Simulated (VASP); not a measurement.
Runs of VASP 6.6.1 on W. The structure is cubic, space group Im-3m (No. 229). Conventional cell: a = 3.189 Å, b = 3.189 Å, c = 3.189 Å, α = 90.00°, β = 90.00°, γ = 90.00°. W (site symmetry m-3m) has 8 W at 2.76 Å as nearest neighbours. 

| task | cell | gap on the mesh (eV) | pressure (GPa) |
| --- | --- | --- | --- |
| relaxation of cell and atoms | relaxed | none | 0.0 |
| single point | a relaxed cell with its volume scaled by 1.09 | none | -21.2 |
| single point | as given | none | 0.0 |
| single point | a relaxed cell with its volume scaled by 1.03 | none | (a) |
| single point | a relaxed cell with its volume scaled by 1.06 | none | -15.2 |
| single point | a relaxed cell with its volume scaled by 0.94 | none | (b) |
| single point | a relaxed cell with its volume scaled by 0.91 | none | 34.2 |

Alike in all rows: level PBE; potentials or basis VASP PAW PBE potentials, release 64 (W_sv); no spin polarisation; k mesh 18 × 18 × 18; cutoff (eV) 520; smearing gaussian 1 eV.

Task: Fill in the values left out.

Result: (a) -8.2; (b) 21.0.

Caveats: the relaxation stopped at its first step, so nothing moved (some runs).

A k mesh can miss the band edges, and the runs leave out spin-orbit coupling on W.

A gap of «none» marks a metal or a gap under the smearing width.
